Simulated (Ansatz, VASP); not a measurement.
# SrCu2S2 in two plane-wave programs, part 2 of 2

One calculation is typed for both programs; each brings its own data sets. How far apart do they land? The cell is taken from a series of runs on this material, whose earlier steps may have relaxed, scaled, displaced or heated it; both programs get it as it stands.

VASP 6.6.1 and Ansatz 0.2.0.

So far: The starting structure; VASP: relaxation of cell and atoms, PBE.

The structure was built from a prototype and need not be the compound's stable phase.

### 3. Ansatz: relaxation of cell and atoms, PBE

Level of this step: Ansatz beside VASP: Kohn-Sham DFT, plane waves, PBE (Ansatz).

Ansatz runs on its default PAW (the set named soft_2) files.

The same cell, functional, mesh and smearing now go to Ansatz, which takes its cutoff from its data sets.

Contents of input.yaml:

```yaml
crystal:
  lattice:
    - [4.0436522701, -2.9e-09, 0.0]
    - [-2.0218261325, 3.5019055914, 0.0]
    - [0.0, 0.0, 6.69460508]
  atoms:
    - { symbol: Sr, position: [0.0, 0.0, 0.0] }
    - { symbol: Cu, position: [0.6666666667, 0.3333333333, 0.62351] }
    - { symbol: Cu, position: [0.3333333333, 0.6666666667, 0.37649] }
    - { symbol: S, position: [0.6666666667, 0.3333333333, 0.2537] }
    - { symbol: S, position: [0.3333333333, 0.6666666667, 0.7463] }
kpoints:
  mp_grid: { grid: [6, 6, 4] }
scf:
  occupations: { method: fermi_dirac, width: 0.05 }
hamiltonian:
  xc: pbe
output:
  forces: true
  stress: true
relax:
  f_tol: 0.02
  max_steps: 50
  cell: {}
```

The run is started by

```sh
ansatz run input.yaml --threads 1 --pin off --max-ram 4096MiB --backend cpu --events-out ev --progress --plain --runs-dir out
```

Numbers of over 12 decimals in the logs are rounded to 6 here.

Log:

```text
Engine: ansatz 0.2.0, aarch64-unknown-linux-gnu
Pseudopotentials: kind: paw
Pseudopotential: Sr, paw, valence charge 10, recommended cutoff 420 eV (normal), Sr.paw.azcp
Pseudopotential: Cu, paw, valence charge 19, recommended cutoff 420 eV (normal), Cu.paw.azcp
Pseudopotential: S, paw, valence charge 6, recommended cutoff 420 eV (normal), S.paw.azcp
Functional definition: PBE
  parameter kappa = 0.804
  parameter beta = 0.066725
  exchange = pbe_x(kappa = kappa, mu = beta*pi^2/3)
  correlation = pbe_c(beta = beta)
Crystal: 5 atoms, lattice volume = 94.799 Å³
Basis set: ecut = 420 eV, 1835 PW (Γ), exchange–correlation on 60×60×90 points (8 copies of the dense FFT grid, shifted against one another)
Bands: 36, of which v1, the nominal top of the filled ones, is band 30 counted from 1 (29 counted from 0)
Symmetry: 12 space group operations
Space group: P-3m1 (ITA 164), of the structure as read, at distance tolerance 4.6e-5 Å
k-points: 24 of 144
Non-local potential: Sr, projectors of the file, l = 0: 3, l = 1: 2, l = 2: 2
Non-local potential: Cu, projectors of the file, l = 0: 3, l = 1: 2, l = 2: 3, l = 3: 1
Non-local potential: S, projectors of the file, l = 0: 2, l = 1: 2, l = 2: 2
PAW form: soft (Blöchl's): semilocal exchange-correlation on the pseudo side does not see the compensation charge
PAW one-centre angular grid: Sr, 110 points (default); XC on 64 Gauss nodes
PAW one-centre angular grid: Cu, 590 points (default); XC on 64 Gauss nodes
PAW one-centre angular grid: S, 110 points (default); XC on 64 Gauss nodes
Initial density: superposition of atomic densities (neutral atoms: chi_scale 0, normalization atom), corrected by the library's trained network
Initial wavefunctions: pseudopotential atomic-orbital guess
Functional: x = pbe(κ = 0.804, μ = 0.219515), c = pbe(β = 0.066725)
SCF iter   1: F=—  HF=-18603.139860 eV  |F-HF|=—  |Δ(HF+E_count)|=         —  Δρ=2.47e-3  dr2=1.05e-2  ethr=1.77e-3  ⟨swp⟩=8.0  Hψ=4170  notcnv=0
preconditioner: auto → Resta (q_TF=auto, 2.528 Å⁻¹)  ε∞=7.8  [insulator: Δε(μ)=0.955 eV  Ē_g=9.469 eV  σ=0.050 eV  W_gap=1.00  n_scr=22 (ndim 8)  ℏωp=24.7 eV  f_vac=0.024  D(μ)=0.00/eV (n_scr^D=0)  ε∞_Penn≈7.8]
SCF iter   2: F=—  HF=-18603.146597 eV  |F-HF|=—  |Δ(HF+E_count)|=   6.74e-3  Δρ=3.53e-3  dr2=9.19e-3  ethr=1.74e-5  ⟨swp⟩=2.1  Hψ=1566  notcnv=0  defer=12
SCF iter   3: F=—  HF=-18603.144969 eV  |F-HF|=—  |Δ(HF+E_count)|=   1.63e-3  Δρ=5.14e-4  dr2=6.70e-4  ethr=1.53e-5  ⟨swp⟩=2.0  Hψ=1122  notcnv=0  defer=12
SCF iter   4: F=—  HF=-18603.144917 eV  |F-HF|=—  |Δ(HF+E_count)|=   5.18e-5  Δρ=4.94e-4  dr2=4.43e-4  ethr=1.12e-6  ⟨swp⟩=2.5  Hψ=1430  notcnv=0  defer=12
SCF iter   5: F=—  HF=-18603.144871 eV  |F-HF|=—  |Δ(HF+E_count)|=   4.63e-5  Δρ=9.70e-5  dr2=5.68e-6  ethr=7.38e-7  ⟨swp⟩=2.0  Hψ=1215  notcnv=0  defer=12
SCF iter   6: F=—  HF=-18603.144822 eV  |F-HF|=—  |Δ(HF+E_count)|=   4.91e-5  Δρ=1.50e-5  dr2=2.55e-7  ethr=9.46e-9  ⟨swp⟩=2.0  Hψ=1306  notcnv=0  defer=12
SCF iter   7: F=—  HF=-18603.144822 eV  |F-HF|=—  |Δ(HF+E_count)|=   1.62e-7  Δρ=9.57e-6  dr2=1.57e-7  ethr=1.67e-10  ⟨swp⟩=5.0  Hψ=3454  notcnv=0
SCF iter   8: F=-18603.144822 eV  HF=-18603.144822 eV  |F-HF|=1.96e-9  |Δ(HF+E_count)|=   2.41e-8  Δρ=2.55e-6  dr2=1.09e-8  ethr=1.67e-10  ⟨swp⟩=4.7  Hψ=2910  notcnv=0
SCF 1 converged in 8 iterations: F = -18603.144822 eV  dr2 = 1.09e-8
  greatest PAW one-centre occupation: 1.000 electrons in one spin orbital (limit 2), on the Cu atom at site 2 (counted from 0), in its partial waves of l = 0
relax step   1: F+E_penalty+E_count = -18603.14482227 eV  Δ(F+E_penalty+E_count) = +0.000e0 eV  max|allowed force component| = 1.070e0 eV/Å  Δτ_max = 0.0000 Å  P = -0.473 GPa  Ω = 94.799 Å³  (8 SCF iters, dr2 threshold 1.00e-7 eV, accepted)
[...]
relax step   4: F+E_penalty+E_count = -18603.27978811 eV  Δ(F+E_penalty+E_count) = -3.541e-3 eV  max|allowed force component| = 4.629e-2 eV/Å  Δτ_max = 0.0084 Å  P = +0.088 GPa  Ω = 94.139 Å³  energy of the carried Pulay correction = +1.668e-4 eV  (7 SCF iters, dr2 threshold 5.00e-7 eV, accepted)
[...]
relax step   5: F+E_penalty+E_count = -18603.28027912 eV  Δ(F+E_penalty+E_count) = -4.910e-4 eV  max|allowed force component| = 3.534e-2 eV/Å  Δτ_max = 0.0058 Å  P = +0.066 GPa  Ω = 94.158 Å³  energy of the carried Pulay correction = +1.619e-4 eV  (5 SCF iters, dr2 threshold 1.34e-7 eV, accepted)
[...]
relax step   6: F+E_penalty+E_count = -18603.28081349 eV  Δ(F+E_penalty+E_count) = -5.344e-4 eV  max|allowed force component| = 8.091e-3 eV/Å  Δτ_max = 0.0117 Å  P = -0.006 GPa  Ω = 94.217 Å³  energy of the carried Pulay correction = +1.471e-4 eV  (6 SCF iters, dr2 threshold 8.05e-8 eV, accepted)
[...]
relax step   7: F+E_penalty+E_count = -18603.28064556 eV  Δ(F+E_penalty+E_count) = +1.679e-4 eV  max|allowed force component| = 7.967e-3 eV/Å  Δτ_max = 0.0000 Å  P = -0.004 GPa  Ω = 94.217 Å³  stress off target by 2.93e-2 GPa  SCF on the basis re-selected at this cell (its energy is not comparable with the rows above)  (8 SCF iters)
basis re-selected at this cell: Δ(F+E_penalty+E_count) = +1.679e-4 eV, ΔP = +0.002 GPa vs the last step (what re-selecting the basis moved, of the pressure what is left beyond the Pulay correction that the steps carried, after the strain that the cell walked since its last selection, with what the two solves' SCF thresholds leave and, on support functions, any second-order correction that the steps lacked; it is no measure of the basis error at this ecutwfc). The dense FFT grid was sized anew with the basis: this SCF ran on 27×27×48 points, the steps before it on 30×30×45, so part of this shift can come from that change (see relax.cell in the input reference). [rest of the remark cut]
SCF converged after 8 iterations
Free energy (F): -18603.280646 eV
Harris-Foulkes:  -18603.280646 eV  (|F-HF|=3.64e-12)
Internal energy: -18603.280641 eV  (E = F + TS)
E sigma→0 (E₀):  -18603.280643 eV
Entropy (-TS):   -0.000005 eV (-0.001 meV/atom)
Fermi energy:    10.471902 eV
--- Per-component energies (eV) ---
  E_band       = -986.683818
  E_kinetic    = 1062.877968
  E_local      = -12702.389446  (includes V_loc(G=0)·N_el)
  E_nonlocal   = 1057.773566
  E_hartree    = 5574.278941
  E_xc         = -546.222224
  E_vxc        = -567.610048  (∫ρ·V_xc dr)
  E_paw        = -7238.224049  (= ΣΔE_a)
  E_vpaw       = -985.894509  (= ΣTr[D̂ρ^β])
  E_aug_tail   = 0.000528  (compensation charges beyond the density's cutoff)
  E_ewald      = -5811.375926
  E_smearing   = -0.000005  (= −TS)
  E_closure    = 0.000000  (closes the sum)
  Σ components = -18603.280646   (vs F -18603.280646, Δ=0.00e0)
--- Forces (eV/Å), atoms counted from 1 ---
  atom   1  Sr     0.00000000     0.00000000     0.00000000
  atom   2  Cu    -0.00000000     0.00000000     0.00796691
  atom   3  Cu     0.00000000    -0.00000000    -0.00796691
  atom   4  S      0.00000000     0.00000000     0.00233129
  atom   5  S     -0.00000000    -0.00000000    -0.00233129
  max |Σ_I F_I| component: 1.97e-17 eV/Å
--- Stress (GPa, compression-positive) ---
       -0.020177       0.000000       0.000000
        0.000000      -0.020177      -0.000000
        0.000000      -0.000000       0.029292
  P = ⅓ Tr σ = -0.0037 GPa (-0.037 kbar)
--- Relaxed structure (6 steps of the walk, 6 accepted, 1 SCFs on fresh bases) ---
  F+E_penalty+E_count = -18603.28064556 eV   max|allowed force component| = 7.967e-3 eV/Å   (the final SCF, on the basis selected at the relaxed cell)
  cell:  # Å, volume = 94.2166 Å³
    - [4.004779, -2.894150113512141e-9, 5.435266232475087e-19]
    - [-2.002389, 3.468240, -1.087053246495024e-18]
    - [8.998538562460414e-19, -1.558592601006149e-18, 6.783279]
  atoms:
    - { symbol: Sr, position: [0, 0, 0] }
    - { symbol: Cu, position: [0.666667, 0.333333, 0.626182] }
    - { symbol: Cu, position: [0.333333, 0.666667, 0.373818] }
    - { symbol: S, position: [0.666667, 0.333333, 0.272274] }
    - { symbol: S, position: [0.333333, 0.666667, 0.727726] }
```

### 4. Differences

Known differences besides the potentials themselves: the data sets hold 60 valence electrons in Ansatz (on its default PAW (the set named soft_2) files) and 44 in VASP; the cutoff is 420 eV in Ansatz and 600 eV in VASP; Ansatz adds a Pulay correction to the stress that steers its cell, VASP none. Total energies have different zeros and are not compared.

Compared:

```csv
quantity,Ansatz,VASP,difference
volume (Å³),94.22,94.55,-0.36 %
"edge a after relaxation, in the typed setting (Å)",4.005,4.010,-0.12 %
"edge c after relaxation, in the typed setting (Å)",6.783,6.791,-0.11 %
```

### 5. Summary of results

- difference in volume (relaxation of cell and atoms, PBE): -0.36 %

**Reading.** The difference in volume is -0.36 % (relaxation of cell and atoms, PBE), within the 1.2 % picked in this series as the mark of a large difference, as far as the stopping tolerances let one tell. The data sets hold unlike numbers of valence electrons (60 in Ansatz and 44 in VASP), so part of the differences comes from the potentials. How closely two codes agree says nothing of how well the functional describes the real material.

[Lines on the potential files, build, host, timing and source positions are cut from VASP's logs without a mark.]

[Logs are printed without paths, hosts, clocks, repeated set-up lines and the standing remarks that a program may print on its own settings, such as how far it seeks lower states.]

[Hosts, paths, dates, database ids (printed as entryN), source tags and the programs' standing remarks are cut or masked in the printed files.]
